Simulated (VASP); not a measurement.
An input for Ansatz (written as the equivalent of a VASP run, and not itself run):

Ansatz 0.2 input:
```yaml
crystal:
  lattice:
    - [-2.6385980, 2.6385980, 5.2780940]
    - [2.6385980, -2.6385980, 5.2780940]
    - [2.6385980, 2.6385980, -5.2780940]
  atoms:
    - { symbol: Zn, position: [0.7500000, 0.2500000, 0.5000000] }
    - { symbol: Cu, position: [0.0000000, 0.0000000, 0.0000000] }
    - { symbol: Cu, position: [0.2500000, 0.7500000, 0.5000000] }
    - { symbol: Sn, position: [0.5000000, 0.5000000, 0.0000000] }
    - { symbol: S, position: [0.3643200, 0.3712400, 0.4775800] }
    - { symbol: S, position: [0.6287600, 0.1063400, 0.9930800] }
    - { symbol: S, position: [0.8936600, 0.8867400, 0.5224200] }
    - { symbol: S, position: [0.1132600, 0.6356800, 0.0069200] }
kpoints:
  mp_grid: { grid: [5, 5, 5] }
hamiltonian:
  xc: pbe
  pseudopotentials: { kind: paw }
scf:
  occupations: { method: fermi_dirac, width: 0.05 }
  max_iter: 100
output: { forces: true, stress: true, eigenvalues: true }
```

Problem. Write the VASP files for the same calculation (PBE).

Solution. One answer among several that fit: 
**POSCAR**
```
ZnCu2SnS4
1
   -2.6385980000     2.6385980000     5.2780940000
    2.6385980000    -2.6385980000     5.2780940000
    2.6385980000     2.6385980000    -5.2780940000
Zn Cu Sn S
1 2 1 4
Direct
  0.7500000000   0.2500000000   0.5000000000
  0.0000000000   0.0000000000   0.0000000000
  0.2500000000   0.7500000000   0.5000000000
  0.5000000000   0.5000000000   0.0000000000
  0.3643200000   0.3712400000   0.4775800000
  0.6287600000   0.1063400000   0.9930800000
  0.8936600000   0.8867400000   0.5224200000
  0.1132600000   0.6356800000   0.0069200000
```

File KPOINTS:
```
Automatic mesh
0
Gamma
5 5 5
0 0 0
```

**INCAR**
```
ALGO  =  Normal
EDIFF  =  1E-6
ENCUT  =  300
GGA  =  PE
ISIF  =  2
ISMEAR  =  -1
LASPH  =  .True.
LCHARG  =  .False.
LMAXMIX  =  4
LREAL  =  .False.
LWAVE  =  .False.
NELM  =  100
PREC  =  Accurate
SIGMA  =  0.05
SYSTEM  =  ZnCu2SnS4
```

POTCAR, in this order: Zn Cu Sn_d S (PBE.64 set). Program: vasp_std.

What does not carry over: each code has its own PAW files, so the cut-off isn't converted (ENCUT is set for VASP's; basis.ecutwfc is left out, and Ansatz then takes the one that its files recommend); Ansatz stops its SCF on the density residual and VASP on the energy change (EDIFF).

The structure comes from a computed database's ZnCu2SnS4 entry, a phase known from measurement. The cell was not relaxed at this level.
